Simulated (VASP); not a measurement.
Input:

```
MgI2
1.0
    2.08180    -3.65896     0.00000
    2.08180     3.65896     0.00000
    0.00000     0.00000     6.93112
Mg I
1 2
Direct
  0.00000   0.00000   0.00000
  0.33333   0.66667   0.24200
  0.67830   0.34497   0.75800
```

The numbers are results of PBE GGA, VASP's PBE PAW potentials (set 64) (plane waves; VASP), not measurements. Run with 800 eV cut-off, 6×6×3 Γ-centred mesh, Gaussian smearing of 0.050 eV, potentials Mg I.

### Question
What does the run give for the energy per atom (σ→0), largest force?

### Answer

```yaml
energy per atom (σ→0): -2.569 eV/atom
largest_force: 0.115 eV/Å
```

The compound is MgI2 in the 1T layered structure. The cell was not relaxed at this level, atoms are displaced from their ideal sites. The run is one of a series of settings (ENCUT = 800 against the base run), some of them coarse on purpose.
